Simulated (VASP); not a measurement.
A run of VASP 6.6.1:

Contents of INCAR:

```
SYSTEM = H9O4F
ALGO = Fast
EDIFF = 1E-7
ENCUT = 520
GGA = PE
ISIF = 2
ISMEAR = -1
LASPH = .True.
LCHARG = .False.
LREAL = .False.
LWAVE = .False.
NBANDS = 33
NELM = 100
PREC = Accurate
SIGMA = 0.02
```

KPOINTS

```
k-points
0
Gamma
  1 1 1
  0 0 0
```

File POSCAR:

```
H9O4F
1.0
    4.9758840000      0.0000000000      0.0000000000
    0.0000000000      4.9758840000      0.0000000000
    0.0000000000      0.0000000000      4.9758840000
O H F
4 9 1
Direct
    0.3644578531      0.7659543510      0.3660656076
    0.9695362673      0.0874015552      0.4013960133
    0.1091665320      0.4687810246      1.0398755276
    0.7589405219      0.8688104465      0.9170631791
    0.2314965542      0.9069544226      0.4049531701
    0.2963895461      0.6380574788      0.2231563276
    1.0179497754      0.2109775871      0.2517542612
    0.8462013986     -0.0099881750      0.2789253126
    0.2458256664      0.4466342061      0.8995989456
   -0.0149521171      0.6091580913      0.9855133279
    0.7745558377      0.9683706453      0.7454353839
    0.6538737639      0.7127979672      0.8613946788
    0.4161672579      0.6272252327      0.5309408338
    0.5013782476      0.4789098781      0.7187265620
```

Potentials or basis: VASP PAW PBE potentials, release 64 (O, H, F).

Run with:

```bash
$ cat potpaw_PBE.64/O/POTCAR potpaw_PBE.64/H/POTCAR potpaw_PBE.64/F/POTCAR > POTCAR
$ mpirun -np 1 vasp_gam > vasp.out
```

Hardware: 1 thread of Intel(R) Xeon(R) Platinum 8259CL CPU @ 2.50GHz (Skylake/Cascade Lake), with other jobs on the host.

**Question.** Estimate the wall time of this run.

**Answer.** Run time: 14 s on 1 thread of Intel(R) Xeon(R) Platinum 8259CL CPU @ 2.50GHz (Skylake/Cascade Lake), with other jobs on the host, peak memory 0.22 GiB. Counts: scf iterations 17, k points 1.
